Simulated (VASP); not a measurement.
A convergence study with VASP on Si (space group no. 227 when undisturbed): one setting is varied, all else stays as given below, so the limit is that of these other settings. One atom is moved off its site, so that forces are finite.

```xyz
2
Lattice="0.0000 2.7074 2.7074 2.7074 0.0000 2.7074 2.7074 2.7074 0.0000" Properties=species:S:1:pos:R:3 pbc="T T T"
Si     0.0289     0.0289     0.0289
Si     1.3537     1.3537     1.3537
```

All values below come from PBEsol GGA, VASP's PBE PAW potentials (set 64) (plane waves; VASP). The tightest run used: 300 eV cut-off, 18×18×18 Γ-centred mesh, Fermi-Dirac smearing of 0.010 eV, potentials Si.

Gaps are read on the run's mesh, which can miss a band edge.

Task: The settings run are 2×2×2 mesh; 3×3×3 mesh; 4×4×4 mesh; 5×5×5 mesh; 6×6×6 mesh; 7×7×7 mesh; 9×9×9 mesh; 10×10×10 mesh; 11×11×11 mesh; 12×12×12 mesh; 14×14×14 mesh; 15×15×15 mesh; 17×17×17 mesh; 18×18×18 mesh. From which on does the energy per atom stay within 0.01 eV/atom of the tightest run?

Result: From 7×7×7 mesh on: it is off by 0.0052 there and by no more than 0.01 in any finer run, while 6×6×6 mesh is off by 0.0131.
```csv
setting,E (eV/atom),pressure (GPa),largest force (eV/Å),gap on the mesh (eV),irreducible k-points,difference judged (eV/atom)
2×2×2 mesh,-4.4096,9.29,0.949,0.191,4,1.3245
3×3×3 mesh,-5.4096,3.20,0.806,0.402,6,0.3245
4×4×4 mesh,-5.6341,1.79,0.764,0.331,13,0.1001
5×5×5 mesh,-5.6995,1.35,0.749,0.290,19,0.0347
6×6×6 mesh,-5.7211,1.19,0.743,0.352,32,0.0131
7×7×7 mesh,-5.7289,1.14,0.740,0.284,44,0.0052
9×9×9 mesh,-5.7332,1.11,0.739,0.293,85,0.0009
10×10×10 mesh,-5.7337,1.11,0.739,0.300,116,0.0004
11×11×11 mesh,-5.7340,1.11,0.738,0.302,146,0.0002
12×12×12 mesh,-5.7341,1.11,0.738,0.288,189,0.0001
14×14×14 mesh,-5.7341,1.11,0.738,0.287,288,0.0000
15×15×15 mesh,-5.7342,1.11,0.738,0.301,344,0.0000
17×17×17 mesh,-5.7342,1.11,0.738,0.291,489,0.0000
18×18×18 mesh,-5.7342,1.11,0.738,0.293,580,0.0000
```

Left out are rungs that failed or repeat a setting and relaxations that didn't move; long series are thinned to 24 rows.

The structure is a typed Si crystal (space group no. 227). The cell was not relaxed at this level, it is distorted from the ideal structure.
